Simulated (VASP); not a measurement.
# ZnCd3Se3S (R3m) in VASP: notebook

Aim: see how the results for ZnCd3Se3S move with the level of theory and the settings. Levels: PBE, HSE06. Tasks: single point.

Program: VASP 6.6.1. These are calculated values, not measurements. Logs are shortened: lines on timing, memory, paths and dates and some standing lists are left out, and cuts for length are marked.

## 1. Starting point

The structure is trigonal, space group R3m (No. 160). The conventional cell has a = 8.525 Å, b = 8.525 Å, c = 10.390 Å, α = 90.00°, β = 90.00°, γ = 120.00°. Zn (site symmetry 3m) is surrounded by 1 S at 2.39 Å and 3 Se at 2.51 Å. Around Cd (site symmetry m) lie 1 S at 2.59 Å and 3 Se at 2.67 to 2.68 Å. Se (site symmetry m) is surrounded by 1 Zn at 2.51 Å and 3 Cd at 2.67 to 2.68 Å. S (site symmetry 3m) is surrounded by 1 Zn at 2.39 Å and 3 Cd at 2.59 Å.

The cell was built by a generator and needn't be a form met in nature.

## 2. Single point, PBE

INCAR reads:

```
SYSTEM = ZnCd3Se3S
PREC     = Accurate       ! precision mode
ENCUT    = 520            ! plane-wave cutoff, eV
EDIFF    = 1E-6           ! SCF threshold, eV
ISMEAR   = 0              ! smearing method
SIGMA    = 0.02           ! smearing width, eV
LREAL    = .False.        ! projectors in reciprocal space
LASPH    = .True.         ! aspherical terms in the spheres
NELM     = 100            ! most SCF steps
ALGO     = Normal         ! electronic algorithm
ISIF     = 2              ! what is computed and relaxed
LWAVE    = .False.        ! write WAVECAR
LCHARG   = .False.        ! write CHGCAR
GGA      = PE             ! functional
NBANDS   = 46             ! bands
KPAR     = 8
```

KPOINTS reads:

```
Automatic mesh
0
Gamma
  4 4 4
  0 0 0
```

POSCAR reads:

```
ZnCd3Se3S
1.0
    4.2626510000      2.4610430000      3.4633300000
   -4.2626510000      2.4610430000      3.4633300000
    0.0000000000     -4.9220850000      3.4633300000
Zn Cd Se S
1 3 3 1
Direct
    0.9918050000      0.9918050000      0.9918050000
    0.5064320000      0.9962020000      0.5064320000
    0.9962020000      0.5064320000      0.5064320000
    0.5064320000      0.5064320000      0.9962020000
    0.2372310000      0.7625000000      0.2372310000
    0.7625000000      0.2372310000      0.2372310000
    0.2372310000      0.2372310000      0.7625000000
    0.7616920000      0.7616920000      0.7616920000
```

Potentials or basis: VASP PAW PBE potentials, release 64 (Zn, Cd, Se, S).

Run with:

```bash
cat potpaw_PBE.64/Zn/POTCAR potpaw_PBE.64/Cd/POTCAR potpaw_PBE.64/Se/POTCAR potpaw_PBE.64/S/POTCAR > POTCAR
mpirun -np 8 vasp_std > vasp.out
```

OUTCAR:

```text
SYSTEM = ZnCd3Se3S
   PREC = Accurate
   ENCUT = 520
   EDIFF = 1E-6
   ISMEAR = 0
   LREAL = .False.
   LASPH = .True.
   NELM = 100
   ISIF = 2
   GGA = PE

 ion  position               nearest neighbor table
   1  0.992  0.992  0.992-   8 2.39   6 2.51   5 2.51   7 2.51
   2  0.506  0.996  0.506-   8 2.59   7 2.67   6 2.67   5 2.68
   3  0.996  0.506  0.506-   8 2.59   7 2.67   5 2.67   6 2.68
   4  0.506  0.506  0.996-   8 2.59   6 2.67   5 2.67   7 2.68
   5  0.237  0.763  0.237-   1 2.51   4 2.67   3 2.67   2 2.68
   6  0.763  0.237  0.237-   1 2.51   4 2.67   2 2.67   3 2.68
   7  0.237  0.237  0.763-   1 2.51   2 2.67   3 2.67   4 2.68
   8  0.762  0.762  0.762-   1 2.39   2 2.59   3 2.59   4 2.59

  LATTYP: Found a trigonal (rhomboedric) cell.
 ALAT       =     6.0184367476
 COS(alpha) =    -0.0032799841

  Lattice vectors:

 A1 = (   4.2626510000,   2.4610430000,   3.4633300000)
 A2 = (  -4.2626510000,   2.4610430000,   3.4633300000)
 A3 = (   0.0000000000,  -4.9220850000,   3.4633300000)

Analysis of symmetry for initial positions (statically):
=====================================================================
 Subroutine PRICEL returns:
 Original cell was already a primitive cell.

 Routine SETGRP: Setting up the symmetry group for a
 trigonal (rhombohedral) supercell.

 Subroutine GETGRP returns: Found  6 space group operations
 (whereof  6 operations were pure point group operations)
 out of a pool of 12 trial point group operations.

The static configuration has the point symmetry C_3v.

Analysis of symmetry for dynamics (positions and initial velocities):
=====================================================================
 Subroutine PRICEL returns:
 Original cell was already a primitive cell.

 Routine SETGRP: Setting up the symmetry group for a
 trigonal (rhombohedral) supercell.

 Subroutine GETGRP returns: Found  6 space group operations
 (whereof  6 operations were pure point group operations)
 out of a pool of 12 trial point group operations.

The dynamic configuration has the point symmetry C_3v.

 Subroutine INISYM returns: Found  6 space group operations
 (whereof  6 operations are pure point group operations),
 and found     1 'primitive' translations

----------------------------------------------------------------------------------------

                                     Primitive cell

  volume of cell :     217.9938

  direct lattice vectors                    reciprocal lattice vectors
     4.262651000  2.461043000  3.463330000     0.117297897  0.067721974  0.096246477
    -4.262651000  2.461043000  3.463330000    -0.117297897  0.067721974  0.096246477
     0.000000000 -4.922085000  3.463330000     0.000000000 -0.135443947  0.096246496

  length of vectors
     6.018436748  6.018436748  6.018436295     0.166157897  0.166157897  0.166157910

  position of ions in fractional coordinates (direct lattice)
     0.991805000  0.991805000  0.991805000
     0.506432000  0.996202000  0.506432000
     0.996202000  0.506432000  0.506432000
     0.506432000  0.506432000  0.996202000
     0.237231000  0.762500000  0.237231000
     0.762500000  0.237231000  0.237231000
     0.237231000  0.237231000  0.762500000
     0.761692000  0.761692000  0.761692000

  ion indices of the primitive-cell ions
   primitive index   ion index
                 1           1
                 2           2
                 3           3
                 4           4
                 5           5
                 6           6
                 7           7
                 8           8

----------------------------------------------------------------------------------------

 KPOINTS: Automatic mesh

Automatic generation of k-mesh.
 Grid dimensions read from file:
 generate k-points for:    4    4    4

 Generating k-lattice:

  Cartesian coordinates                     Fractional coordinates (reciprocal lattice)
     0.029324474  0.016930493  0.024061619     0.250000000 -0.000000000 -0.000000000
    -0.029324474  0.016930493  0.024061619    -0.000000000  0.250000000 -0.000000000
     0.000000000 -0.033860987  0.024061624     0.000000000  0.000000000  0.250000000

  Length of vectors
     0.041539474  0.041539474  0.041539477

  Shift w.r.t. Gamma in fractional coordinates (k-lattice)
     0.000000000  0.000000000  0.000000000

 Subroutine IBZKPT returns following result:
 ===========================================

 Found     13 irreducible k-points:

 Following reciprocal coordinates:
            Coordinates               Weight
  0.000000  0.000000  0.000000      1.000000
  0.250000  0.000000 -0.000000      6.000000
  0.500000  0.000000 -0.000000      3.000000
  0.250000  0.250000 -0.000000      6.000000
  0.500000  0.250000 -0.000000     12.000000
 -0.250000  0.250000  0.000000      6.000000
  0.500000  0.500000 -0.000000      3.000000
  0.250000  0.250000  0.250000      2.000000
  0.500000  0.250000  0.250000      6.000000
 -0.250000  0.250000  0.250000      6.000000
  0.500000  0.500000  0.250000      6.000000
 -0.250000  0.500000  0.250000      6.000000
  0.500000  0.500000  0.500000      1.000000
   k-points           NKPTS =     13   k-points in BZ     NKDIM =     13   number of bands    NBANDS=     46
   number of dos      NEDOS =    301   number of ions     NIONS =      8
   total plane-waves  NPLWV = 110592
   dimension x,y,z NGX =    48 NGY =   48 NGZ =   48
   dimension x,y,z NGXF=    96 NGYF=   96 NGZF=   96
   ions per type =               1   3   3   1
   NGX,Y,Z   is equivalent  to a cutoff of  13.26, 13.26, 13.26 a.u.
   NGXF,Y,Z  is equivalent  to a cutoff of  26.52, 26.52, 26.52 a.u.
 SYSTEM =  ZnCd3Se3S
   PREC   = accura    normal or accurate (medium, high low for compatibility)
   ISTART =      0    job   : 0-new  1-cont  2-samecut
   ICHARG =      2    charge: 1-file 2-atom 10-const
   ISPIN  =      1    spin polarized calculation?
   LNONCOLLINEAR =      F non collinear calculations
   LSORBIT =      F    spin-orbit coupling
   LASPH  =      T    aspherical Exc in radial PAW
   ENCUT  =  520.0 eV  38.22 Ry    6.18 a.u.  11.19 11.19 11.19*2*pi/ulx,y,z
   NELM   =    100;   NELMIN=  2; NELMDL= -5     # of ELM steps
   EDIFF  = 0.1E-05   stopping-criterion for ELM
   LREAL  =      F    real-space projection
   EDIFFG = 0.1E-04   stopping-criterion for IOM
   NSW    =      0    number of steps for IOM
   IBRION =     -1    ionic relax: 0-MD 1-quasi-New 2-CG
   NFREE  =      0    steps in history (QN), initial steepest desc. (CG)
   ISIF   =      2    stress and relaxation
   ISYM   =      2    0-nonsym 1-usesym 2-fastsym
   POTIM  = 0.5000    time-step for ionic-motion
   TEBEG  =    0.0;   TEEND  =   0.0 temperature during run
   PSTRESS=    0.0 pullay stress
   NELECT =      72.0000    total number of electrons
   NUPDOWN=      -1.0000    fix difference up-down
   EMIN   =  10.00;   EMAX   =-10.00  energy-range for DOS
   EFERMI =   0.00;   METHOD = LEGACY
   ISMEAR =     0;   SIGMA  =   0.02  broadening in eV -4-tet -1-fermi 0-gaus
   EFERMI_NEDOS =   21; number of points for ismear=-14 and -15
   IALGO  =     38    algorithm
   IMIX   =      4    mixing-type and parameters
     AMIX     =   0.40;   BMIX     =  1.00
     AMIX_MAG =   1.60;   BMIX_MAG =  1.00
  volume/ion in A,a.u.               =      27.25       183.89
  Fermi-wavevector in a.u.,A,eV,Ry     =   1.131630  2.138470 17.423425  1.280586
  Thomas-Fermi vector in A             =   2.268329
   LORBIT       =      0    0 simple, 1 ext, 2 COOP (PROOUT), +10 PAW based schemes
   GGA     = PE    functional components
   LHFCALC =     F    Hartree Fock is set to
   AEXX    =    0.0000 exact exchange contribution
   IVDW    =     0    specifies the selected vdW correction
   LEPSILON=     F    determine dielectric tensor
   LRPA    =     F    only Hartree local field effects (RPA)
 non-spin polarized calculation
 Gauss-broadening in eV      SIGMA  =   0.02
  energy-cutoff  :      520.00
  volume of cell :      217.99
 maximum number of plane-waves:      5898
 NGX is ok and might be reduce to    48
   NGX = 23   NGY = 23   NGZ = 23

 number of electron      72.0000001 magnetization

 Free energy of the ion-electron system (eV)
  ---------------------------------------------------
  ext. energy  EPLUGINS =         0.00000000
  ---------------------------------------------------
  free energy    TOTEN  =       -23.10896932 eV

  energy without entropy =      -23.10896932  energy(sigma->0) =      -23.10896932

 E-fermi :   0.9209     XC(G=0):  -8.8317

 val. band max:        0.8189302453   @ k =   0.0000   0.0000   0.0000
 cond. band min:       1.5059000493   @ k =   0.0000   0.0000   0.0000
 fundamental gap:      0.6869698039
 Fermi energy:         0.9208588474

 k-point     1 :       0.0000    0.0000    0.0000
  band No.  band energies     occupation
      1     -11.6247      2.00000
      2     -11.0393      2.00000
      3     -11.0393      2.00000
      4     -11.0258      2.00000
      5      -6.9044      2.00000
      6      -6.9044      2.00000
[... 38 lines left out ...]
     45       6.8648      0.00000
     46       6.9128      0.00000

 k-point     2 :       0.2500    0.0000   -0.0000
  band No.  band energies     occupation
      1     -11.5469      2.00000
      2     -11.1182      2.00000
      3     -11.0397      2.00000
      4     -11.0299      2.00000
      5      -6.8939      2.00000
      6      -6.8873      2.00000
[... 38 lines left out ...]
     45       7.3554      0.00000
     46       7.3806      0.00000

 k-point     3 :       0.5000    0.0000   -0.0000
  band No.  band energies     occupation
      1     -11.4053      2.00000
      2     -11.2647      2.00000
      3     -11.0401      2.00000
      4     -11.0304      2.00000
      5      -6.8519      2.00000
      6      -6.8461      2.00000
[... 479 lines left out ...]
     45       7.4459      0.00000
     46       7.5102      0.00000

 k-point    13 :       0.5000    0.5000    0.5000
  band No.  band energies     occupation
      1     -11.2645      2.00000
      2     -11.1585      2.00000
      3     -11.1585      2.00000
      4     -11.1324      2.00000
      5      -6.8646      2.00000
      6      -6.8636      2.00000
[... 38 lines left out ...]
     45       7.2737      0.00000
     46       7.5706      0.00000

------------------------ aborting loop because EDIFF is reached ----------------------------------------

  FORCE on cell =-STRESS in cart. coord.  units (eV):
  Direction    XX          YY          ZZ          XY          YZ          ZX
  --------------------------------------------------------------------------------------
  -------------------------------------------------------------------------------------
  Total        0.0178879      0.0178879      0.0162213     -0.0000000      0.0000000      0.0000000
  in kB        0.1314701      0.1314701      0.1192208     -0.0000000      0.0000000      0.0000000
  external PRESSURE =       0.1273870 kB  Pullay stress =       0.0000000 kB

 VOLUME and BASIS-vectors are now :
 -----------------------------------------------------------------------------
  energy-cutoff  :      520.00
  volume of cell :      217.99
      direct lattice vectors                 reciprocal lattice vectors
     4.262651000  2.461043000  3.463330000     0.117297897  0.067721974  0.096246477
    -4.262651000  2.461043000  3.463330000    -0.117297897  0.067721974  0.096246477
     0.000000000 -4.922085000  3.463330000     0.000000000 -0.135443947  0.096246496

 POSITION                                       TOTAL-FORCE (eV/Angst)
 -----------------------------------------------------------------------------------
      0.00000      0.00000     10.30484         0.000000     -0.000000     -0.003815
     -2.08772      1.20535      6.95806        -0.000777      0.000448     -0.003226
      2.08772      1.20535      6.95806         0.000777      0.000448     -0.003226
      0.00000     -2.41069      6.95806         0.000000     -0.000897     -0.003226
     -2.23904      1.29271      4.28401        -0.000510      0.000295      0.003483
      2.23904      1.29271      4.28401         0.000510      0.000295      0.003483
      0.00000     -2.58542      4.28401         0.000000     -0.000589      0.003483
      0.00000      0.00000      7.91397         0.000000      0.000000      0.003044
 -----------------------------------------------------------------------------------
    total drift:                               -0.000000     -0.000006     -0.002888

  FREE ENERGIE OF THE ION-ELECTRON SYSTEM (eV)
  ---------------------------------------------------
  free  energy   TOTEN  =       -23.1089693204 eV

  energy  without entropy=      -23.1089693204  energy(sigma->0) =      -23.10896932
```

Run time: 39 s. Hardware: 8 MPI ranks of Intel Xeon Platinum 8488C (Sapphire Rapids), shared host; peak memory 0.39 GiB.

What came out:

```yaml
Free_energy: -23.1090 eV
Pressure: 0.0 GPa
Largest_force: 0.004 eV/Å
Band_gap_on_the_k_mesh: 0.69 eV, direct
```

Forces on the atoms (eV/Å):
```
Zn   0.000  0.000 -0.004
Cd  -0.001  0.000 -0.003
Cd   0.001  0.000 -0.003
Cd   0.000 -0.001 -0.003
Se  -0.001  0.000  0.003
Se   0.001  0.000  0.003
Se   0.000 -0.001  0.003
S    0.000  0.000  0.003
```

As with any semilocal functional, this PBE gap is likely too small.

## 3. Single point, HSE06

POSCAR is that of step 2.

INCAR.step1 reads:

```
SYSTEM = ZnCd3Se3S
PREC     = Accurate       ! precision mode
ENCUT    = 520            ! plane-wave cutoff, eV
EDIFF    = 1E-5           ! SCF threshold, eV
ISMEAR   = 0              ! smearing method
SIGMA    = 0.02           ! smearing width, eV
LREAL    = .False.        ! projectors in reciprocal space
LASPH    = .True.         ! aspherical terms in the spheres
NELM     = 40             ! most SCF steps
ALGO     = Normal         ! electronic algorithm
ISIF     = 2              ! what is computed and relaxed
LWAVE    = .True.         ! write WAVECAR
LCHARG   = .False.        ! write CHGCAR
NBANDS   = 46             ! bands
KPAR     = 8            
GGA      = PE             ! functional
```

INCAR.step2 reads:

```
SYSTEM = ZnCd3Se3S
PREC     = Accurate       ! precision mode
ENCUT    = 520            ! plane-wave cutoff, eV
EDIFF    = 1E-5           ! SCF threshold, eV
ISMEAR   = 0              ! smearing method
SIGMA    = 0.02           ! smearing width, eV
LREAL    = .False.        ! projectors in reciprocal space
LASPH    = .True.         ! aspherical terms in the spheres
NELM     = 40             ! most SCF steps
ALGO     = Normal         ! electronic algorithm
ISIF     = 2              ! what is computed and relaxed
LWAVE    = .False.        ! write WAVECAR
LCHARG   = .False.        ! write CHGCAR
GGA      = PE             ! functional
LHFCALC  = .True.         ! exact exchange
HFSCREEN = 0.2            ! screening, 1/A
PRECFOCK = Fast         
NBANDS   = 46             ! bands
KPAR     = 8            
ISTART   = 1
```

KPOINTS is that of step 2.

Potentials or basis: VASP PAW PBE potentials, release 64 (Zn, Cd, Se, S).

Run with:

```bash
cat potpaw_PBE.64/Zn/POTCAR potpaw_PBE.64/Cd/POTCAR potpaw_PBE.64/Se/POTCAR potpaw_PBE.64/S/POTCAR > POTCAR
cp INCAR.step1 INCAR
mpirun -np 8 vasp_std > vasp.out
cp INCAR.step2 INCAR
mpirun -np 8 vasp_std > vasp.out
```

It took 27 min on 8 MPI ranks of Intel Xeon Platinum 8488C (Sapphire Rapids), shared host; peak memory 0.6 GiB.

Results (log left out):

```
Free energy            : -28.7426 eV
Pressure               : -1.3 GPa
Largest force          : 0.063 eV/Å
Band gap on the k mesh : 1.67 eV, direct
```

Forces on the atoms (eV/Å):
```
Zn   0.000  0.000  0.026
Cd  -0.020  0.012 -0.012
Cd   0.020  0.012 -0.012
Cd   0.000 -0.024 -0.012
Se   0.051 -0.029  0.023
Se  -0.051 -0.029  0.023
Se   0.000  0.058  0.023
S    0.000  0.000 -0.059
```

Levels at points of the mesh, in eV from the valence-band top:
```csv
k point,band 34,band 35,band 36,band 37,band 38,band 39
"(0.00, 0.00, 0.00)",-0.04,-0.04,0.00,1.67,4.03,4.03
"(0.50, 0.00, 0.00)",-1.14,-0.96,-0.78,4.23,4.36,5.27
"(0.50, 0.50, 0.00)",-0.96,-0.75,-0.46,4.53,4.96,5.05
"(0.50, 0.50, 0.50)",-0.63,-0.47,-0.47,3.29,3.45,3.57
```

Caveat: the PAW data sets were made with another functional, which shifts forces and pressure a little.
